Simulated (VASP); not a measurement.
**Mg: molecular dynamics**

Wanted: temperature and structure of Mg along a short trajectory. The start is a computed cell from the Materials Project.

Main program and level: VASP 6.6.1; LDA; plane waves and PAW (Mg), in the first sound run; inputs show where later runs differ.

### Step 1. The structure

It takes space group P6_3/mmc (No. 194, hexagonal). The conventional cell has a = 3.177 Å, b = 3.177 Å, c = 10.319 Å, α = 90.00°, β = 90.00°, γ = 120.00°. Mg has 12 Mg at 3.17 to 3.18 Å nearest. Nearest to Mg lie 12 Mg at 3.17 to 3.18 Å.

Coordinates:

```
Mg
1.0
     3.17683    0.00000    0.00000
    -1.58841    2.75121    0.00000
     0.00000    0.00000   10.31886
Mg
4
Direct
  0.66667 0.33333 0.75000
  0.00000 0.00000 0.50000
  0.33333 0.66667 0.25000
  0.00000 0.00000 0.00000
```

### Step 2. Relax the host

First cell and atoms are relaxed at a raised cutoff, so that later runs start from this functional's own cell.

Input file INCAR:

```
SYSTEM = Mg
PREC = Accurate
ENCUT = 350
EDIFF = 1E-06
NELM = 120
ISMEAR = 1
SIGMA = 0.15
LREAL = .FALSE.
ALGO = Normal
GGA = CA
NBANDS = 10
LORBIT = 11
LWAVE = .FALSE.
LCHARG = .FALSE.
KPAR = 4
LASPH = .TRUE.
IBRION = 2
NSW = 40
ISIF = 3
EDIFFG = -0.02
POTIM = 0.4
```

Input file POSCAR:

```
Mg
1.0
    3.1768261656      0.0000000000      0.0000000000
   -1.5884130828      2.7512121628      0.0000000000
    0.0000000000      0.0000000000     10.3188620100
Mg
4
Direct
    0.6666666667      0.3333333333      0.7500000000
    0.0000000000      0.0000000000      0.5000000000
    0.3333333333      0.6666666667      0.2500000000
    0.0000000000      0.0000000000      0.0000000000
```

Input file KPOINTS:

```
Automatic mesh
0
Gamma
9 9 3
0 0 0
```

Potentials, in the order of the species: Mg (LDA family, release 64).

Launch:

```sh
$ mpirun -np 4 vasp_std
```

The log of the run:

```text
[banner, memory and clock lines left out]
running    4 mpi-ranks, on    1 nodes
 distrk:  each k-point on    1 cores,    4 groups
 distr:  one band on    1 cores,    1 groups

 POSCAR found type information on POSCAR Mg
 POSCAR found :  1 types and       4 ions
 LDA part: xc-table for (Slater(with rela. corr.)+CA(PZ))
 , standard interpolation
 POSCAR, INCAR and KPOINTS ok, starting setup
 FFT: planning ... GRIDC
 FFT: planning ... GRID_SOFT
 FFT: planning ... GRID
 WAVECAR not read
 entering main loop
       N       E                     dE             d eps       ncg     rms          rms(c)
DAV:   1     0.970837537189E+00    0.97084E+00   -0.20937E+03   480   0.410E+02
DAV:   2    -0.694239344372E+01   -0.79132E+01   -0.75884E+01   626   0.461E+01
DAV:   3    -0.721333250516E+01   -0.27094E+00   -0.25316E+00   694   0.687E+00
DAV:   4    -0.721488482468E+01   -0.15523E-02   -0.15509E-02   616   0.535E-01
DAV:   5    -0.721489128763E+01   -0.64630E-05   -0.64624E-05   604   0.388E-02    0.131E+00
DAV:   6    -0.719167263607E+01    0.23219E-01   -0.16563E-03   570   0.263E-01    0.830E-01
DAV:   7    -0.717334559075E+01    0.18327E-01   -0.55917E-03   518   0.477E-01    0.409E-02
DAV:   8    -0.717331387543E+01    0.31715E-04   -0.59365E-05   684   0.441E-02    0.696E-03
DAV:   9    -0.717331183307E+01    0.20424E-05   -0.15933E-06   518   0.754E-03    0.106E-03
DAV:  10    -0.717331174393E+01    0.89138E-07   -0.45302E-07   356   0.251E-03
   1 F= -.71733117E+01 E0= -.71729980E+01  d E =-.717331E+01
 curvature:   0.00 expect dE= 0.000E+00 dE for cont linesearch  0.000E+00
 trial: gam= 0.00000 g(F)=  0.111E-50 g(S)=  0.275E-01 ort = 0.000E+00 (trialstep = 0.100E+01)
 search vector abs. value=  0.275E-01
 bond charge predicted
       N       E                     dE             d eps       ncg     rms          rms(c)
DAV:   1    -0.719303527266E+01   -0.19723E-01   -0.60796E-02   556   0.135E+00    0.803E-02
DAV:   2    -0.719289642792E+01    0.13884E-03   -0.24153E-04   626   0.106E-01    0.511E-02
DAV:   3    -0.719278180077E+01    0.11463E-03   -0.18156E-05   548   0.226E-02    0.237E-03
DAV:   4    -0.719278140299E+01    0.39778E-06   -0.42265E-07   390   0.384E-03
   2 F= -.71927814E+01 E0= -.71923922E+01  d E =-.194697E-01
 trial-energy change:   -0.019470  1 .order   -0.019324   -0.027466   -0.011181
 step:   1.6312(harm=  1.6866)  dis= 0.00000  next Energy=    -7.196347 (dE=-0.230E-01)
 bond charge predicted
       N       E                     dE             d eps       ncg     rms          rms(c)
DAV:   1    -0.719656311688E+01   -0.37813E-02   -0.24054E-02   560   0.853E-01    0.508E-02
DAV:   2    -0.719650640893E+01    0.56708E-04   -0.94051E-05   626   0.665E-02    0.323E-02
DAV:   3    -0.719646048090E+01    0.45928E-04   -0.69980E-06   532   0.139E-02    0.153E-03
DAV:   4    -0.719646030221E+01    0.17870E-06   -0.20142E-07   368   0.257E-03
   3 F= -.71964603E+01 E0= -.71959777E+01  d E =-.231486E-01
 curvature:  -0.84 expect dE=-0.346E-05 dE for cont linesearch -0.330E-05
 trial: gam=-0.01182 g(F)=  0.211E-51 g(S)=  0.413E-05 ort = 0.329E-03 (trialstep = 0.113E+01)
 search vector abs. value=  0.192E-06
 reached required accuracy - stopping structural energy minimisation
```

It took 7 s on 4 MPI ranks of Intel Xeon Platinum 8175M at 2.50GHz (Skylake/Cascade Lake), shared host; peak memory 0.55 GiB.

The logs omit lines about the potential files and the build; timing stands in the text.

From OUTCAR (step 2):

```text
ion  position               nearest neighbor table
   1  0.667  0.333  0.750-   2 3.17   4 3.17   2 3.17   4 3.17   2 3.17   4 3.17
   2  0.000  0.000  0.500-   1 3.17   3 3.17   3 3.17   1 3.17   1 3.17   3 3.17
   3  0.333  0.667  0.250-   2 3.17   4 3.17   2 3.17   4 3.17   2 3.17   4 3.17
   4  0.000  0.000  0.000-   1 3.17   3 3.17   3 3.17   1 3.17   1 3.17   3 3.17

  LATTYP: Found a hexagonal cell.
 ALAT       =     3.1768261656
 C/A-ratio  =     3.2481670296

 Subroutine GETGRP returns: Found 24 space group operations
 (whereof 12 operations were pure point group operations)

The static configuration has the point symmetry D_3d.
 The point group associated with its full space group is D_6h.

 Found     24 irreducible k-points:

   k-points           NKPTS =     24   k-points in BZ     NKDIM =     24   number of bands    NBANDS=     10

   dimension x,y,z NGX =    20 NGY =   20 NGZ =   64
   dimension x,y,z NGXF=    40 NGYF=   40 NGZF=  128

   ENCUT  =  350.0 eV  25.72 Ry    5.07 a.u.   4.85  4.85 15.74*2*pi/ulx,y,z

   NELECT =       8.0000    total number of electrons

 k-points in reciprocal lattice and weights: Automatic mesh
   0.00000000  0.00000000  0.00000000       0.004
   0.11111111  0.00000000  0.00000000       0.025
   0.22222222 -0.00000000  0.00000000       0.025
   0.33333333  0.00000000  0.00000000       0.025
   0.44444444 -0.00000000  0.00000000       0.025
   0.11111111  0.11111111  0.00000000       0.025
   0.22222222  0.11111111  0.00000000       0.049
   0.33333333  0.11111111  0.00000000       0.049
   0.44444444  0.11111111  0.00000000       0.025
[...]
0.33333333  0.22222222  0.33333333       0.099
   0.33333333  0.33333333  0.33333333       0.016

 average (electrostatic) potential at core
       1 -38.9362       2 -38.9310       3 -38.9362       4 -38.9310

 E-fermi :   2.6415

 k-point     1 :       0.0000    0.0000    0.0000
  band No.  band energies     occupation
      1      -4.3891      2.00000
      2      -2.9357      2.00000
      3      -2.9324      2.00000
      4       1.0677      2.00000
      5       1.5680      2.00000
      6       8.0540      0.00000
      7       8.0637      0.00000
      8      14.0726      0.00000
      9      14.0739      0.00000
     10      14.1604      0.00000

 k-point     2 :       0.1111    0.0000    0.0000
  band No.  band energies     occupation
      1      -4.1365      2.00000
      2      -2.6871      2.00000
      3      -2.6838      2.00000
      4       1.2963      2.00000
      5       1.8125      2.00000
      6       8.2275      0.00000
      7       8.2563      0.00000
      8      10.9538      0.00000
      9      12.0304      0.00000
     10      12.1092      0.00000

 k-point     3 :       0.2222   -0.0000    0.0000
  band No.  band energies     occupation
      1      -3.3828      2.00000
      2      -1.9455      2.00000
      3      -1.9425      2.00000
      4       1.9824      2.00000
      5       2.5252      1.96681
      6       7.3630      0.00000
      7       8.3153      0.00000
      8       8.6560      0.00000
      9       9.1736      0.00000
     10       9.3837      0.00000

  Total       -0.0128131     -0.0128131     -0.0099607      0.0000000     -0.0000000     -0.0000000
  in kB       -0.2383622     -0.2383622     -0.1852996      0.0000000     -0.0000000     -0.0000000
  external PRESSURE =      -0.2206746 kB  Pullay stress =       0.0000000 kB

  energy-cutoff  :      350.00
  volume of cell :       86.12
      direct lattice vectors                 reciprocal lattice vectors
     3.131954596  0.000000000 -0.000000000     0.319289431  0.184341839 -0.000000000
    -1.565977298  2.712352244  0.000000000    -0.000000000  0.368683678 -0.000000000
     0.000000000  0.000000000 10.138313266     0.000000000  0.000000000  0.098635737

 POSITION                                       TOTAL-FORCE (eV/Angst)
 -----------------------------------------------------------------------------------
      1.56598      0.90412      7.60373         0.000000     -0.000000      0.000000
     -1.56598      2.71235      5.06916         0.000000     -0.000000     -0.000000
     -0.00000      1.80823      2.53458        -0.000000      0.000000     -0.000000
     -1.56598      2.71235      0.00000         0.000000      0.000000     -0.000000
 -----------------------------------------------------------------------------------
    total drift:                               -0.000000      0.000000     -0.000000

  FREE ENERGIE OF THE ION-ELECTRON SYSTEM (eV)
  ---------------------------------------------------
  free  energy   TOTEN  =        -7.1964603022 eV

  energy  without entropy=       -7.1950125581  energy(sigma->0) =       -7.19597772

 reached required accuracy - stopping structural energy minimisation

 total charge
# of ion       s       p       d       tot
------------------------------------------
    1        0.225   0.139   0.014   0.377
    2        0.223   0.141   0.013   0.377
    3        0.225   0.139   0.014   0.377
    4        0.223   0.141   0.013   0.377
--------------------------------------------------
tot          0.895   0.560   0.054   1.509

[... 3 further parts left out ...]
```

CONTCAR:

```
Mg
   1.00000000000000
     3.1319545964496842    0.0000000000000000   -0.0000000000000000
    -1.5659772982248421    2.7123522440088643    0.0000000000000000
     0.0000000000000000    0.0000000000000000   10.1383132655662482
  Mg
     4
Direct
     0.6666666667000030    0.3333333332999970    0.7500000000000000
     0.0000000000000000    1.0000000000000000    0.5000000000000000
     0.3333333332999970    0.6666666667000030    0.2500000000000000
     0.0000000000000000    1.0000000000000000    0.0000000000000000
```

The k-mesh is coarse for a metal. The run keeps the 24 symmetry operations of its start, so it cannot find a distortion of lower symmetry.

Step by step:

| step | energy less that of the first step (eV) | largest force (eV/Å) | pressure (GPa) | volume (Å³) |
| --- | --- | --- | --- | --- |
| 1 | 0.0000 | 0.0000 | -1.72 | 90.19 |
| 2 | -0.0195 | 0.0000 | -0.72 | 87.68 |
| 3 | -0.0231 | 0.0000 | -0.02 | 86.12 |

| conventional cell, symmetrised | before | after | change |
| --- | --- | --- | --- |
| a (Å) | 3.177 | 3.132 | -1.4 % |
| b (Å) | 3.177 | 3.132 | -1.4 % |
| c (Å) | 10.319 | 10.138 | -1.7 % |
| volume (Å³/atom) | 22.55 | 21.53 | -4.5 % |

Final coordinates:

```
Mg
1.0
     3.13195    0.00000    0.00000
    -1.56598    2.71235    0.00000
     0.00000    0.00000   10.13831
Mg
4
Direct
  0.66667 0.33333 0.75000
  0.00000 0.00000 0.50000
  0.33333 0.66667 0.25000
  0.00000 0.00000 0.00000
```

Numbers from this step:

```yaml
electronic_cycles: 18
electrons: 8
free_energy_toten: -7.196 eV
energy_at_zero_smearing: -7.196 eV
fermi_energy: 2.642 eV
labelled_metallic_from_the_levels_on_this_mesh: yes
```

The run ended after 3 ionic steps, 0.023 eV below its first step, once forces and stress met EDIFFG = -0.02.

(Part 1 of 3 ends here.)

[Lines on the potential files, build, host, timing and source positions are cut from VASP's logs without a mark.]

[Logs are printed without paths, hosts, clocks, repeated set-up lines and the standing remarks that a program may print on its own settings, such as how far it seeks lower states.]

[Hosts, paths, dates, database ids (printed as entryN), source tags and the programs' standing remarks are cut or masked in the printed files.]

[Runs that stopped without an error message from VASP are left out.]
